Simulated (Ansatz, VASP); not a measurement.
# Pb (Pb(111) film of 4 layers) in two plane-wave programs

Wanted: the spread between two codes on one cell, functional and k mesh. The cell is taken from a series of runs on this material, whose earlier steps may have relaxed, scaled, displaced or heated it; both programs get it as it stands.

Calculated with Ansatz 0.2.0; plane waves, with VASP 6.6.1 beside it; zone-centre phonons at PBE.

## 1. The starting structure

The cell holds 4 atoms: 4 Pb. Its edges and angles: a = 3.515 Å, b = 3.515 Å, c = 40.947 Å, α = 90.0°, β = 90.0°, γ = 120.0°. It derives from Pb. Vacuum lies along c.

## 2. Ansatz: zone-centre phonons, PBE

Ansatz runs on its PAW soft_1 files.

Second derivatives magnify differences that forces hide, and they need a tight electronic threshold.

The input, input.yaml:

```yaml
crystal:
  lattice:
    - [3.5146055303, 0.0, 0.0]
    - [-1.7573027651, 3.0437376735, 0.0]
    - [0.0, 0.0, 40.9473019119]
  atoms:
    - { symbol: Pb, position: [0.0, 0.0, 0.1339059504] }
    - { symbol: Pb, position: [0.3333333333, 0.6666666667, 0.2017504369] }
    - { symbol: Pb, position: [0.6666666667, 0.3333333333, 0.2762700696] }
    - { symbol: Pb, position: [0.0, 0.0, 0.3441145561] }
  periodic: [true, true, false]
kpoints:
  mp_grid: { grid: [6, 6, 1] }
hamiltonian:
  xc: pbe
  pseudopotentials: { kind: paw, azcp: { folder: soft_1 } }
scf:
  occupations: { method: methfessel_paxton, width: 0.2 }
output:
  eigenvalues: true
phonons:
  method: dfpt
  qmesh: [2, 2, 1]
  temperatures: { t_max: 1000, t_step: 50 }
  qpath:
    path:
      - [0.0, 0.0, 0.0]
      - [0.5, 0.0, 0.0]
      - [0.33333333, 0.33333333, 0.0]
      - [0.0, 0.0, 0.0]
    npoints: 10
  electrical_resistivity:
    mesh: [8, 8, 1]
    temperatures: [20.0, 50.0, 77.0, 100.0, 150.0, 200.0, 300.0, 400.0, 600.0, 800.0]
  electron_occupations: "off"
```

On the command line:

```bash
$ ansatz run input.yaml --threads 4 --pin off --max-ram 20480MiB --backend cpu --events-out ev --progress --plain --runs-dir out
```

Numbers of over 12 decimals in the logs are rounded to 6 here.

The log of the run:

```text
Warning: crystal.symmetry: narrowed to the stabiliser of the run's FFT grids — unitary ops 12 → 6. A phonons.method: dfpt run fills in the rows of the dynamical matrix that it does not solve by its symmetry operations, which is exact only for operations that map its FFT grids onto themselves: filled in by any other, the frequencies could depend on the order in which like atoms are typed, or, by more than the grids' own error, on where the crystal sits among the grids' points. Excluded: 6 operations. The run can therefore solve more perturbations, solve them on more k-points, or both, and cost more. [rest of the remark cut]
Engine: ansatz 0.2.0, aarch64-unknown-linux-gnu
Pseudopotentials: kind: paw
Pseudopotential: Pb, paw, valence charge 14, recommended cutoff 420 eV (normal), soft_1/Pb.paw.azcp
Functional definition: PBE
  parameter kappa = 0.804
  parameter beta = 0.066725
  exchange = pbe_x(kappa = kappa, mu = beta*pi^2/3)
  correlation = pbe_c(beta = beta)
Crystal: 4 atoms, lattice volume = 438.035 Å³
Basis set: ecut = 420 eV, 8531 PW (Γ), exchange–correlation on 48×48×576 points (8 copies of the dense FFT grid, shifted against one another)
Bands: 34, of which v1, the nominal top of the filled ones, is band 28 counted from 1 (27 counted from 0)
Symmetry: 12 space group operations
k-points: 7 of 36 (irreducible under 6 space group operations, time reversal used)
Non-local potential: Pb, projectors of the file, l = 0: 2, l = 1: 2, l = 2: 2, l = 3: 1
PAW form: soft (Blöchl's): semilocal exchange-correlation on the pseudo side does not see the compensation charge
PAW one-centre angular grid: Pb, 590 points (default); XC on 64 Gauss nodes
Initial density: superposition of atomic densities (neutral atoms: chi_scale 0, normalization atom)
Initial wavefunctions: pseudopotential atomic-orbital guess
Functional: x = pbe(κ = 0.804, μ = 0.219515), c = pbe(β = 0.066725)
iter 1 solved again at ethr=1.19e-3 eV; its pass at ethr=3.10e-3 eV (dr2=6.64e-1 eV) is discarded
SCF iter   1: F=—  HF=-47634.973748 eV  |F-HF|=—  |Δ(HF+E_count)|=         —  Δρ=4.72e-3  dr2=6.86e-1  ethr=1.19e-3  ⟨swp⟩=1.0  Hψ=1824  notcnv=0
preconditioner: auto → LDOS  [insulator: Δε(μ)=0.277 eV  Ē_g=15.754 eV  σ=0.200 eV  W_gap=0.92  n_scr=24 (ndim 8)  ℏωp=13.3 eV  f_vac=0.674  D(μ)=1.68/eV (n_scr^D=10)  ε∞_Penn≈1.7  β→1.0]
SCF iter   2: F=—  HF=-47634.903020 eV  |F-HF|=—  |Δ(HF+E_count)|=   7.07e-2  S|Δr|=    0.00e0  Δρ=3.30e-3  dr2=1.93e-1  ethr=1.19e-3  ⟨swp⟩=3.9  Hψ=559  notcnv=0  defer=3
SCF iter   3: F=—  HF=-47634.884144 eV  |F-HF|=—  |Δ(HF+E_count)|=   1.89e-2  S|Δr|=    0.00e0  Δρ=1.04e-3  dr2=1.04e-2  ethr=3.45e-4  ⟨swp⟩=2.9  Hψ=523  notcnv=0  defer=3
SCF iter   4: F=—  HF=-47634.882134 eV  |F-HF|=—  |Δ(HF+E_count)|=   2.01e-3  S|Δr|=    0.00e0  Δρ=3.92e-4  dr2=9.77e-4  ethr=1.85e-5  ⟨swp⟩=3.1  Hψ=617  notcnv=0  defer=3
[...]
k-point 6: bands = [... 24 lower, -6.1416, -6.1416, -5.8657, -5.3234, -5.3234, -4.8553, -4.1143, -4.1143, ... 2 higher]
  ° read free of the cell's end (the report's vacuum.weakly_bound_levels)
--- Phonons (Γ-DFPT): 8 representative perturbations + reference (Σ response iterations 41) ---
  ASR residual: 7.049e-6 → 0.000e0 eV/Å²; symmetrization residual: 4.675e-7 eV/Å²
  The last average, over the group as it would stand without the narrowing to the FFT grids, took up to 5.916e-8 eV/Å² of the zone centre's force constants
  ASR residual per site (eV/Å²): 6.87e-6 7.05e-6 6.97e-6 6.49e-6
  Γ frequencies (cm⁻¹): 0.00 0.00 0.00 14.11 14.11 24.56 29.20 29.20 35.21 35.21 53.84 76.65
--- Phonons (arbitrary-q DFPT): 2 irreducible q on the 2×2×1 mesh ---
  q = [0.0000, 0.0000, 0.0000] (star 1, of the zone-centre solve; hermiticity 4.37e-7, symmetrization 4.64e-11, taken by the last average 2.77e-8): -0.00 0.00 0.00 14.11 14.11 24.56 29.20 29.20 35.21 35.21 53.84 76.65
  q = [0.0000, -0.5000, 0.0000] (star 3, 12 solved perturbations on 13 of 36 k-point pairs; hermiticity 1.22e-5, symmetrization 4.21e-6, taken by the last average 1.35e-7): 30.71 30.97 34.41 35.41 39.93 44.11 45.27 49.85 62.09 66.97 75.23 79.59
  sum rule: each row above includes the acoustic sum rule's correction from the zone centre's row sums; it moved no ω² by more than (0.10 cm⁻¹)²
  mesh force constants: q→R imaginary residual 2.14e-17; ASR residual 7.049e-6 → 0.000e0 eV/Å²; symmetrization residual 1.332e-15 eV/Å²
  interpolated dispersion: 31 rows × 12 modes
  density of states and harmonic sums: on the 20×20×1 q-mesh, interpolated from the force constants of a 2×2×1 supercell (no non-analytic term)
  largest difference from the sums on the solved wave vectors: F 1.95e-1 eV, S 2.59e-4 and C_V 6.40e-5 eV/K
  zero-point energy: 0.033907 eV/cell   skipped modes (ω ≤ 0): 3   left out of the sums: 6.25e-4 of the cell's modes: C_V's classical limit lies that fraction below 3 k_B per atom; for a crystal, a wire or a layer, F and S can be off by more, and a phonons.interpolated_qmesh denser along its periods is the remedy for the sampling
--- Electrical resistivity: potentials and phonons of a 2×2×1 supercell ---
  scattering by harmonic phonons alone, with no dipole-dipole term; scattering by other electrons, impurities, surfaces and spin disorder is left out, and so is spin–orbit coupling
  the resistivity is that of a variational response, whose dependence on the energy is improved iteratively
[...]
at the Fermi level of each mesh (of a tensor half of its trace):
           mesh   spin    states/(eV spin)  plasma energy (eV)         λ      λ_tr    ħω_log (meV)
          8×8×1                     0.8983              3.9521    1.0749    0.9025           4.532
          4×4×1                     0.7421              4.0400    0.8659    0.7333           4.917
  resistivity on the deck's mesh, µΩ·cm:
     T (K)       trace/2  mesh converged            xx            yy            zz    lowest order   relaxation time
     20.00      1.9636e0              no      1.9636e0      1.9636e0      0.0000e0        2.3470e0          2.3632e0
     50.00      9.6079e0              no      9.6079e0      9.6079e0      0.0000e0        1.0175e1          1.1018e1
     77.00      1.6114e1              no      1.6114e1      1.6114e1      0.0000e0        1.6898e1          1.8355e1
    100.00      2.1457e1              no      2.1457e1      2.1457e1      0.0000e0        2.2458e1          2.4392e1
    150.00      3.2828e1              no      3.2828e1      3.2828e1      0.0000e0        3.4327e1          3.7263e1
    200.00      4.4062e1              no      4.4062e1      4.4062e1      0.0000e0        4.6071e1          4.9981e1
    300.00      6.6383e1              no      6.6383e1      6.6383e1      0.0000e0        6.9426e1          7.5261e1
    400.00      8.8573e1              no      8.8573e1      8.8573e1      0.0000e0        9.2674e1          1.0039e2
    600.00      1.3268e2              no      1.3268e2      1.3268e2      0.0000e0        1.3898e2          1.5036e2
    800.00      1.7677e2              no      1.7677e2      1.7677e2      0.0000e0        1.8543e2          2.0027e2
  sheet resistance at 20 K: 4.795 Ω
  mean free path at 20 K (of a tensor half of its trace): 215 nm by what each carries, 168 by the Fermi surface alone
  Hall coefficient in a weak field at 20 K (along the normal): 5.986e-10 m³/C (how far it moves between the two finest meshes is not known); by each state's relaxation time: 5.406e-10 m³/C; by a constant relaxation time: 1.207e-10 m³/C
  sheet resistance at 50 K: 23.46 Ω
  mean free path at 50 K (of a tensor half of its trace): 40.4 nm by what each carries, 34.4 by the Fermi surface alone
  Hall coefficient in a weak field at 50 K (along the normal): 5.839e-10 m³/C (how far it moves between the two finest meshes is not known); by each state's relaxation time: 5.571e-10 m³/C; by a constant relaxation time: 1.236e-10 m³/C
  sheet resistance at 77 K: 39.35 Ω
  mean free path at 77 K (of a tensor half of its trace): 23.8 nm by what each carries, 20.5 by the Fermi surface alone
  Hall coefficient in a weak field at 77 K (along the normal): 5.746e-10 m³/C (how far it moves between the two finest meshes is not known); by each state's relaxation time: 5.506e-10 m³/C; by a constant relaxation time: 1.201e-10 m³/C
  sheet resistance at 100 K: 52.40 Ω
  mean free path at 100 K (of a tensor half of its trace): 17.9 nm by what each carries, 15.4 by the Fermi surface alone
  Hall coefficient in a weak field at 100 K (along the normal): 5.717e-10 m³/C (how far it moves between the two finest meshes is not known); by each state's relaxation time: 5.484e-10 m³/C; by a constant relaxation time: 1.185e-10 m³/C
  sheet resistance at 150 K: 80.17 Ω
  mean free path at 150 K (of a tensor half of its trace): 11.7 nm by what each carries, 10.1 by the Fermi surface alone
  Hall coefficient in a weak field at 150 K (along the normal): 5.702e-10 m³/C (how far it moves between the two finest meshes is not known); by each state's relaxation time: 5.471e-10 m³/C; by a constant relaxation time: 1.179e-10 m³/C
  sheet resistance at 200 K: 107.6 Ω
  mean free path at 200 K (of a tensor half of its trace): 8.68 nm by what each carries, 7.50 by the Fermi surface alone
  Hall coefficient in a weak field at 200 K (along the normal): 5.705e-10 m³/C (how far it moves between the two finest meshes is not known); by each state's relaxation time: 5.469e-10 m³/C; by a constant relaxation time: 1.186e-10 m³/C
  sheet resistance at 300 K: 162.1 Ω
  mean free path at 300 K (of a tensor half of its trace): 5.75 nm by what each carries, 4.98 by the Fermi surface alone
  Hall coefficient in a weak field at 300 K (along the normal): 5.710e-10 m³/C (how far it moves between the two finest meshes is not known); by each state's relaxation time: 5.461e-10 m³/C; by a constant relaxation time: 1.203e-10 m³/C
  sheet resistance at 400 K: 216.3 Ω
  mean free path at 400 K (of a tensor half of its trace): 4.31 nm by what each carries, 3.73 by the Fermi surface alone
  Hall coefficient in a weak field at 400 K (along the normal): 5.702e-10 m³/C (how far it moves between the two finest meshes is not known); by each state's relaxation time: 5.441e-10 m³/C; by a constant relaxation time: 1.208e-10 m³/C
  sheet resistance at 600 K: 324.0 Ω
  mean free path at 600 K (of a tensor half of its trace): 2.88 nm by what each carries, 2.49 by the Fermi surface alone
  Hall coefficient in a weak field at 600 K (along the normal): 5.658e-10 m³/C (how far it moves between the two finest meshes is not known); by each state's relaxation time: 5.381e-10 m³/C; by a constant relaxation time: 1.196e-10 m³/C
  sheet resistance at 800 K: 431.7 Ω
  mean free path at 800 K (of a tensor half of its trace): 2.17 nm by what each carries, 1.87 by the Fermi surface alone
  Hall coefficient in a weak field at 800 K (along the normal): 5.612e-10 m³/C (how far it moves between the two finest meshes is not known); by each state's relaxation time: 5.328e-10 m³/C; by a constant relaxation time: 1.174e-10 m³/C
  the resistivity times a path that all electrons share, by the Fermi surface of the deck's mesh alone (half of the trace): 3.306e-15 Ω·m²
  not converged in the mesh (λ; λ_tr; the resistivity at 20 K by 35.46 %; the resistivity at 50 K by 33.35 %; the resistivity at 77 K by 40.40 %; the resistivity at 100 K by 42.63 %; the resistivity at 150 K by 42.55 %; the resistivity at 200 K by 40.43 %; the resistivity at 300 K by 36.58 %; the resistivity at 400 K by 33.18 %; the resistivity at 600 K by 29.58 %; the resistivity at 800 K by 26.89 %): between neighb [...]
  vibrations of 4 cells: unjudged by the run; compare a larger repeat
  the changes of the potential over all sites missed a rigid shift's by 0.40 % (the site terms' by 0.23 %)
  between the force constants' wavevectors the phonons are obtained by Fourier interpolation alone: phonons.electron_occupations is off
```

[end of part 1 of 2]

[Lines on the potential files, build, host, timing and source positions are cut from VASP's logs without a mark.]

[Logs are printed without paths, hosts, clocks, repeated set-up lines and the standing remarks that a program may print on its own settings, such as how far it seeks lower states.]

[Hosts, paths, dates, database ids (printed as entryN), source tags and the programs' standing remarks are cut or masked in the printed files.]
